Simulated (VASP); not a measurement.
# Sb2Pt (Geversite): formation energy of S on the Pt site, part 3 of 6

Wanted: what S on the Pt site costs in Sb2Pt (Geversite) and how the lattice relaxes round it. The start is a cell from a database of measured crystal structures.

VASP 6.6.1, plane waves and PAW; the level of theory is named at each step.

So far. Step 2 (Relaxing the host crystal): The run ended after 3 ionic steps, 0.002 eV below its first step, once forces and stress met EDIFFG = -0.03. Step 3 (The supercell without the defect): The host is treated as a metal, as its relaxation found a gap under 0.3 eV or none, and only the neutral defect is run.

### Step 4. Relaxing the atoms

This step: SCAN; plane waves and PAW (S) (VASP 6.6.1).

System of this step: S8. The cell holds 8 atoms: 8 S. Its edges and angles: a = 14.000 Å, b = 14.500 Å, c = 11.000 Å, α = 90.0°, β = 90.0°, γ = 90.0°. Vacuum lies along a, b and c.

The reference for S is the S8 molecule, relaxed in a box at the cutoff of the large cell.

File INCAR:

```
SYSTEM = S
PREC = Normal
ENCUT = 300
EDIFF = 1E-05
NELM = 120
ISMEAR = 0
SIGMA = 0.01
LREAL = Auto
ALGO = Normal
METAGGA = SCAN
LASPH = .TRUE.
NBANDS = 32
LORBIT = 11
LWAVE = .FALSE.
LCHARG = .FALSE.
NCORE = 4
IBRION = 2
NSW = 30
ISIF = 2
EDIFFG = -0.03
POTIM = 0.4
MAXMIX = 40
ISYM = 0
```

File POSCAR:

```
S
1.0
   14.0000000000      0.0000000000      0.0000000000
    0.0000000000     14.5000000000      0.0000000000
    0.0000000000      0.0000000000     11.0000000000
S
8
Direct
    0.6692857100      0.5000000000      0.5454545500
    0.6197030800      0.6155753800      0.4545454500
    0.5000000000      0.6634482800      0.5454545500
    0.3802969200      0.6155753800      0.4545454500
    0.3307142900      0.5000000000      0.5454545500
    0.3802969200      0.3844246200      0.4545454500
    0.5000000000      0.3365517200      0.5454545500
    0.6197030800      0.3844246200      0.4545454500
```

File KPOINTS:

```
Automatic mesh
0
Gamma
1 1 1
0 0 0
```

PAW data sets: S (PBE family, release 64).

Launch:

```sh
$ mpirun -np 4 vasp_gam
```

The program printed:

```text
[banner, memory and clock lines left out]
running    4 mpi-ranks, on    1 nodes
 distrk:  each k-point on    4 cores,    1 groups
 distr:  one band on    4 cores,    1 groups

 POSCAR found type information on POSCAR S
 POSCAR found :  1 types and       8 ions
|                                                                             |
|               ----> ADVICE to this user running VASP <----                  |
|                                                                             |
|     You have a (more or less) 'small supercell' and for smaller cells       |
|     it is recommended to use the reciprocal-space projection scheme!        |
|     The real-space optimization is not efficient for small cells and it     |
|     is also less accurate ...                                               |
|     Therefore, set LREAL=.FALSE. in the INCAR file.                         |
|                                                                             |

 [... a notice as in an earlier step ...]

 LDA part: xc-table for (None), standard interpolation
 POSCAR, INCAR and KPOINTS ok, starting setup
 FFT: planning ... GRIDC
 FFT: planning ... GRID_SOFT
 FFT: planning ... GRID
 WAVECAR not read
 entering main loop
       N       E                     dE             d eps       ncg     rms          rms(c)
DAV:   1     0.340919521521E+03    0.34092E+03   -0.10711E+04    80   0.625E+02
DAV:   2     0.218415439907E+02   -0.31908E+03   -0.30357E+03   120   0.135E+02
DAV:   3    -0.817506820500E+02   -0.10359E+03   -0.10314E+03    88   0.883E+01
DAV:   4    -0.878169348044E+02   -0.60663E+01   -0.59540E+01    80   0.265E+01
DAV:   5    -0.879099495884E+02   -0.93015E-01   -0.92441E-01    72   0.359E+00    0.297E+01
DAV:   6    -0.764475252070E+02    0.11462E+02   -0.99956E-01    72   0.599E+00    0.197E+01
DAV:   7    -0.765817892746E+02   -0.13426E+00   -0.53817E-01    72   0.413E+00    0.233E+00
DAV:   8    -0.765843290297E+02   -0.25398E-02   -0.27882E-02    80   0.990E-01    0.880E-01
DAV:   9    -0.765884000485E+02   -0.40710E-02   -0.29540E-03    72   0.311E-01    0.225E-01
DAV:  10    -0.765953719651E+02   -0.69719E-02   -0.43310E-03    80   0.395E-01    0.120E-01
DAV:  11    -0.765973740852E+02   -0.20021E-02   -0.58117E-04    80   0.132E-01    0.623E-02
DAV:  12    -0.765995992057E+02   -0.22251E-02   -0.10389E-03    72   0.179E-01    0.461E-02
DAV:  13    -0.766001617202E+02   -0.56251E-03   -0.14857E-04    80   0.811E-02    0.190E-02
DAV:  14    -0.766010942988E+02   -0.93258E-03   -0.20986E-04    72   0.890E-02    0.186E-02
DAV:  15    -0.766014216316E+02   -0.32733E-03   -0.13424E-04    72   0.762E-02    0.103E-02
DAV:  16    -0.766015892761E+02   -0.16764E-03   -0.66134E-05    56   0.650E-02    0.904E-03
DAV:  17    -0.766017232782E+02   -0.13400E-03   -0.58425E-05    64   0.594E-02    0.382E-03
DAV:  18    -0.766018794033E+02   -0.15613E-03   -0.29933E-05    56   0.447E-02    0.301E-03
DAV:  19    -0.766019784972E+02   -0.99094E-04   -0.17887E-05    48   0.355E-02    0.230E-03
DAV:  20    -0.766020715424E+02   -0.93045E-04   -0.22056E-05    56   0.383E-02    0.158E-03
DAV:  21    -0.766020306056E+02    0.40937E-04   -0.76621E-06    40   0.240E-02    0.148E-03
DAV:  22    -0.766020127196E+02    0.17886E-04   -0.55066E-06    40   0.202E-02    0.126E-03
DAV:  23    -0.766020124934E+02    0.22620E-06   -0.39973E-06    40   0.171E-02
   1 F= -.76602012E+02 E0= -.76602012E+02  d E =-.766020E+02
 curvature:   0.00 expect dE= 0.000E+00 dE for cont linesearch  0.000E+00
 trial: gam= 0.00000 g(F)=  0.129E+00 g(S)=  0.000E+00 ort = 0.000E+00 (trialstep = 0.100E+01)
 search vector abs. value=  0.129E+00
 bond charge predicted
       N       E                     dE             d eps       ncg     rms          rms(c)
DAV:   1    -0.765720627701E+02    0.29950E-01   -0.58742E+00    64   0.104E+01    0.305E+00
DAV:   2    -0.766586238590E+02   -0.86561E-01   -0.47470E-01    80   0.323E+00    0.751E-01
DAV:   3    -0.766702941960E+02   -0.11670E-01   -0.18411E-02    80   0.866E-01    0.776E-01
DAV:   4    -0.766658380502E+02    0.44561E-02   -0.30060E-03    72   0.340E-01    0.326E-01
DAV:   5    -0.766689814294E+02   -0.31434E-02   -0.28748E-03    72   0.374E-01    0.131E-01
DAV:   6    -0.766711639871E+02   -0.21826E-02   -0.13193E-03    72   0.278E-01    0.118E-01
DAV:   7    -0.766713700461E+02   -0.20606E-03   -0.21162E-04    80   0.117E-01    0.105E-01
DAV:   8    -0.766716057888E+02   -0.23574E-03   -0.21575E-04    64   0.129E-01    0.615E-02
DAV:   9    -0.766717572109E+02   -0.15142E-03   -0.51798E-04    64   0.206E-01    0.399E-02
DAV:  10    -0.766720288332E+02   -0.27162E-03   -0.75412E-05    64   0.721E-02    0.335E-02
DAV:  11    -0.766723037757E+02   -0.27494E-03   -0.50845E-05    56   0.643E-02    0.211E-02
DAV:  12    -0.766723593936E+02   -0.55618E-04   -0.51512E-05    56   0.655E-02    0.759E-03
DAV:  13    -0.766723750045E+02   -0.15611E-04   -0.37782E-05    56   0.553E-02    0.776E-03
DAV:  14    -0.766722890808E+02    0.85924E-04   -0.12397E-05    40   0.319E-02    0.979E-03
DAV:  15    -0.766723361319E+02   -0.47051E-04   -0.17895E-05    48   0.372E-02    0.473E-03
DAV:  16    -0.766722708044E+02    0.65328E-04   -0.15613E-05    48   0.358E-02    0.291E-03
DAV:  17    -0.766723275941E+02   -0.56790E-04   -0.66119E-06    40   0.231E-02    0.231E-03
DAV:  18    -0.766723220208E+02    0.55733E-05   -0.49317E-06    40   0.190E-02
   2 F= -.76672322E+02 E0= -.76672322E+02  d E =-.703095E-01
[...]
3 F= -.76672322E+02 E0= -.76672322E+02  d E =-.703091E-01
[...]
4 F= -.76672571E+02 E0= -.76672571E+02  d E =-.248985E-03
[...]
5 F= -.76672693E+02 E0= -.76672693E+02  d E =-.371506E-03
 curvature:  -0.94 expect dE=-0.213E-03 dE for cont linesearch -0.846E-06
 trial: gam= 0.72180 g(F)=  0.227E-03 g(S)=  0.000E+00 ort =-0.175E-04 (trialstep = 0.106E+01)
 search vector abs. value=  0.379E-03
 bond charge predicted
       N       E                     dE             d eps       ncg     rms          rms(c)
DAV:   1    -0.766728129777E+02   -0.12286E-03   -0.18881E-02    64   0.592E-01    0.924E-02
DAV:   2    -0.766726146753E+02    0.19830E-03   -0.16403E-03    80   0.230E-01    0.621E-02
DAV:   3    -0.766726941612E+02   -0.79486E-04   -0.29694E-04    72   0.141E-01    0.424E-02
DAV:   4    -0.766726419389E+02    0.52222E-04   -0.82316E-05    72   0.763E-02    0.337E-02
DAV:   5    -0.766725608436E+02    0.81095E-04   -0.48193E-05    56   0.617E-02    0.261E-02
DAV:   6    -0.766724990096E+02    0.61834E-04   -0.37595E-05    56   0.544E-02    0.230E-02
DAV:   7    -0.766724826359E+02    0.16374E-04   -0.23526E-05    48   0.437E-02    0.244E-02
DAV:   8    -0.766725104834E+02   -0.27848E-04   -0.18096E-05    48   0.388E-02    0.250E-02
DAV:   9    -0.766725046276E+02    0.58559E-05   -0.72453E-06    40   0.243E-02
   6 F= -.76672505E+02 E0= -.76672505E+02  d E =0.188497E-03
 trial-energy change:    0.000188  1 .order   -0.000176   -0.000226   -0.000127
 step:   2.3934(harm=  2.3934)  dis= 0.00331  next Energy=   -76.672950 (dE=-0.257E-03)
 reached required accuracy - stopping structural energy minimisation
```

Run time: 3.4 min. Hardware: 4 MPI ranks of AMD EPYC 7R43, shared host; peak memory 0.79 GiB; 11 min of CPU time.

OUTCAR, selected parts (step 4):

```text
 Found      1 irreducible k-points:

   k-points           NKPTS =      1   k-points in BZ     NKDIM =      1   number of bands    NBANDS=     32

   dimension x,y,z NGX =    60 NGY =   64 NGZ =   48
   dimension x,y,z NGXF=   120 NGYF=  128 NGZF=   96

   ENCUT  =  300.0 eV  22.05 Ry    4.70 a.u.  19.77 20.48 15.53*2*pi/ulx,y,z

   NELECT =      48.0000    total number of electrons

 E-fermi :  -5.9809

 k-point     1 :       0.0000    0.0000    0.0000
  band No.  band energies     occupation
    ...
     20      -6.4358      2.00000
     21      -6.4319      2.00000
     22      -6.1852      2.00000
     23      -6.1776      2.00000
     24      -6.0288      2.00000
     25      -2.1716      0.00000
     26      -2.1606      0.00000
     27      -1.8783      0.00000
     28      -0.8742      0.00000
     29      -0.8533      0.00000
    ...

  Total       -0.3900921     -0.4135358      0.1796667     -0.0000834     -0.0022618     -0.0020546
  in kB       -0.2798910     -0.2967119      0.1289108     -0.0000598     -0.0016228     -0.0014742
  external PRESSURE =      -0.1492307 kB  Pullay stress =       0.0000000 kB

  energy-cutoff  :      300.00
  volume of cell :     2233.00
      direct lattice vectors                 reciprocal lattice vectors
    14.000000000  0.000000000  0.000000000     0.071428571  0.000000000  0.000000000
     0.000000000 14.500000000  0.000000000     0.000000000  0.068965517  0.000000000
     0.000000000  0.000000000 11.000000000     0.000000000  0.000000000  0.090909091

 POSITION                                       TOTAL-FORCE (eV/Angst)
 -----------------------------------------------------------------------------------
      9.35256      7.24999      5.97998        -0.004333     -0.000572      0.022040
      8.66717      8.91415      5.02152        -0.008081      0.008704     -0.001274
      6.99995      9.61162      5.97699        -0.000217     -0.004205     -0.018987
      5.33277      8.91413      5.02150         0.008528      0.008081     -0.001864
      4.64764      7.24999      5.98007         0.004027     -0.000183      0.022746
      5.33272      5.58580      5.02144         0.008689     -0.007699     -0.001707
      6.99995      4.88853      5.97700         0.000137      0.002999     -0.019651
      8.66724      5.58579      5.02149        -0.008750     -0.007125     -0.001302
 -----------------------------------------------------------------------------------
    total drift:                                0.000816     -0.001969      0.106020

  FREE ENERGIE OF THE ION-ELECTRON SYSTEM (eV)
  ---------------------------------------------------
  free  energy   TOTEN  =       -76.6725046276 eV

  energy  without entropy=      -76.6725046276  energy(sigma->0) =      -76.67250463

 total charge
# of ion       s       p       d       tot
------------------------------------------
    1        1.367   2.294   0.000   3.662
    2        1.367   2.293   0.000   3.660
    3        1.367   2.291   0.000   3.658
    4        1.367   2.293   0.000   3.660
    5        1.367   2.294   0.000   3.662
    6        1.367   2.293   0.000   3.660
    7        1.367   2.291   0.000   3.658
    8        1.367   2.293   0.000   3.660
--------------------------------------------------
tot         10.938  18.341   0.000  29.279

[... 1 part as in an earlier step ...]

[... 3 further parts left out ...]
```

CONTCAR:

```
S
   1.00000000000000
    14.0000000000000000    0.0000000000000000    0.0000000000000000
     0.0000000000000000   14.5000000000000000    0.0000000000000000
     0.0000000000000000    0.0000000000000000   11.0000000000000000
  S
     8
Direct
     0.6680399541154922    0.4999993822275577    0.5436348886109066
     0.6190835654918774    0.6147686444122293    0.4565021663890864
     0.4999962862371181    0.6628706539420415    0.5433624431773266
     0.3809120502836784    0.6147677412684880    0.4565002347417340
     0.3319740616264387    0.4999994413111750    0.5436430332879801
     0.3809089087073125    0.3852277359738355    0.4564944436063099
     0.4999965281871980    0.3371398455637547    0.5433633129261586
     0.6190886453508845    0.3852265553009181    0.4564994772604979
```

The steps of the relaxation:

| step | energy less that of the first step (eV) | largest force (eV/Å) |
| --- | --- | --- |
| 1 | 0.0000 | 0.6530 |
| 2 | -0.0703 | 0.0441 |
| 3 | -0.0703 | 0.0385 |
| 4 | -0.0706 | 0.0300 |
| 5 | -0.0707 | 0.0325 |
| 6 | -0.0705 | 0.0231 |

The atoms that moved most (Å):

```
atom      dx      dy      dz  length
  S5   0.018   0.000  -0.020   0.027
  S1  -0.017   0.000  -0.020   0.027
  S2  -0.009  -0.012   0.022   0.026
  S4   0.009  -0.012   0.022   0.026
  S8  -0.009   0.012   0.021   0.026
  S6   0.009   0.012   0.021   0.026
  S7   0.000   0.009  -0.023   0.025
  S3   0.000  -0.008  -0.023   0.024
```

The relaxed structure:

```
S
1.0
    14.00000    0.00000    0.00000
     0.00000   14.50000    0.00000
     0.00000    0.00000   11.00000
S
8
Cartesian
  9.3526 7.2500 5.9800
  8.6672 8.9141 5.0215
  6.9999 9.6116 5.9770
  5.3328 8.9141 5.0215
  4.6476 7.2500 5.9801
  5.3327 5.5858 5.0214
  7.0000 4.8885 5.9770
  8.6672 5.5858 5.0215
```

This step gave:

- electronic cycles: 92
- electrons: 48
- free energy (TOTEN): -76.6725 eV
- gap between the highest filled and lowest empty level: 3.857 eV

The run ended after 6 ionic steps, 0.070 eV below its first step, once the forces on the free atoms met EDIFFG = -0.03.

Energy at zero smearing: -76.67250 eV.

(Continued in part 4 of 6.)

[Lines on the potential files, build, host, timing and source positions are cut from VASP's logs without a mark.]

[Logs are printed without paths, hosts, clocks, repeated set-up lines and the standing remarks that a program may print on its own settings, such as how far it seeks lower states.]

[Hosts, paths, dates, database ids (printed as entryN), source tags and the programs' standing remarks are cut or masked in the printed files.]

[In band tables of VASP the shares of atoms and orbitals are scaled to a sum of 1 inside the atoms' spheres.]

[Runs that stopped without an error message from VASP are left out.]
